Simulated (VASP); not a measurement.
Method: PBEsol GGA, VASP's PBE PAW potentials (set 64) (plane waves; VASP 6.6.1).

VASP ran on this input.

File POSCAR:
```
MnC
1
    0.0000000000     2.1366355300     2.1366355300
    2.1366355300    -0.0000000000     2.1366355300
    2.1366355300     2.1366355300    -0.0000000000
Mn C
1 1
Direct
  0.0000000000   0.0000000000   0.0000000000
  0.2500000000   0.2500000000   0.2500000000
```

KPOINTS:
```
Automatic mesh
0
gamma
16 16 16
```

**INCAR**
```
SYSTEM = MnC
PREC = Accurate
ENCUT = 520
EDIFF = 1E-7
NELM = 100
ALGO = Normal
LREAL = .FALSE.
LASPH = .TRUE.
ISMEAR = -5
GGA = PS
LMAXMIX = 4
ISPIN = 2
MAGMOM = -1.1 0.1
LORBIT = 11
LWAVE = .FALSE.
LCHARG = .TRUE.
NEDOS = 601
ISIF = 2
```

POTCAR, in this order: Mn_pv C (PBE.64 set). Program: vasp_std.

Output of the run:

**OSZICAR**
```
       N       E                     dE             d eps       ncg     rms          rms(c)
DAV:   1     0.125005448302E+03    0.12501E+03   -0.10252E+04  7569   0.158E+03
DAV:   2    -0.178648955654E+02   -0.14287E+03   -0.13577E+03  7855   0.380E+02
DAV:   3    -0.239994579963E+02   -0.61346E+01   -0.60387E+01  8405   0.841E+01
DAV:   4    -0.240803819713E+02   -0.80924E-01   -0.80849E-01  8470   0.104E+01
DAV:   5    -0.240813317794E+02   -0.94981E-03   -0.94942E-03  8730   0.116E+00    0.284E+01
DAV:   6    -0.240962437891E+02   -0.14912E-01   -0.39060E+01  8509   0.113E+02    0.238E+01
DAV:   7    -0.186493557206E+02    0.54469E+01   -0.18260E+01  7975   0.743E+01    0.607E+00
DAV:   8    -0.185597968722E+02    0.89559E-01   -0.96214E-01  7555   0.115E+01    0.186E+00
DAV:   9    -0.185446627254E+02    0.15134E-01   -0.53740E-02  9825   0.311E+00    0.780E-01
DAV:  10    -0.185444292795E+02    0.23345E-03   -0.66182E-03  8020   0.901E-01    0.374E-01
DAV:  11    -0.185441487902E+02    0.28049E-03   -0.41665E-04  9270   0.238E-01    0.128E-01
DAV:  12    -0.185441235714E+02    0.25219E-04   -0.21952E-04  9972   0.163E-01    0.461E-02
DAV:  13    -0.185441298821E+02   -0.63107E-05   -0.19212E-05  7585   0.457E-02    0.251E-02
DAV:  14    -0.185441274357E+02    0.24464E-05   -0.24223E-06  9275   0.274E-02    0.806E-03
DAV:  15    -0.185441272585E+02    0.17722E-06   -0.27177E-07  6922   0.535E-03    0.186E-03
DAV:  16    -0.185441271623E+02    0.96165E-07   -0.73927E-08  4996   0.249E-03
   1 F= -.18544127E+02 E0= -.18544127E+02  d E =0.000000E+00  mag=    -1.0000
```

### OUTCAR
```
------------------------ aborting loop because EDIFF is reached ----------------------------------------
  FORCE on cell =-STRESS in cart. coord.  units (eV):
  Direction    XX          YY          ZZ          XY          YZ          ZX
  --------------------------------------------------------------------------------------
  Total        0.0078286      0.0078286      0.0078286      0.0000000      0.0000000     -0.0000000
  in kB        0.6429409      0.6429409      0.6429409      0.0000000      0.0000000     -0.0000000
  external PRESSURE =       0.6429409 kB  Pullay stress =       0.0000000 kB
  volume of cell :       19.51
      direct lattice vectors                 reciprocal lattice vectors
     0.000000000  2.136635530  2.136635530    -0.234012771  0.234012771  0.234012771
     2.136635530  0.000000000  2.136635530     0.234012771 -0.234012771  0.234012771
     2.136635530  2.136635530  0.000000000     0.234012771  0.234012771 -0.234012771
 POSITION                                       TOTAL-FORCE (eV/Angst)
 -----------------------------------------------------------------------------------
      0.00000      0.00000      0.00000         0.000000      0.000000      0.000000
      1.06832      1.06832      1.06832        -0.000000     -0.000000     -0.000000
 -----------------------------------------------------------------------------------
    total drift:                               -0.000000     -0.000000      0.000000
  FREE ENERGIE OF THE ION-ELECTRON SYSTEM (eV)
  ---------------------------------------------------
  free  energy   TOTEN  =       -18.5441271623 eV

  energy  without entropy=      -18.5441271623  energy(sigma->0) =      -18.54412716

 total charge

# of ion       s       p       d       tot
------------------------------------------
    1        0.411   6.447   5.346  12.204
    2        0.919   1.532   0.000   2.452
--------------------------------------------------
tot          1.330   7.979   5.346  14.656

 magnetization (x)

# of ion       s       p       d       tot
------------------------------------------
    1        0.002   0.011  -1.157  -1.144
    2        0.013   0.096   0.000   0.109
--------------------------------------------------
tot          0.014   0.107  -1.157  -1.035
```
(Selected blocks of OUTCAR.)

For a metal the tetrahedron method with Blöchl corrections gives inexact stress and forces.

The structure was generated: MnC was put into the zinc blende type (F-43m), which need not be its known phase. It was relaxed first, which changed the volume by -36 %.
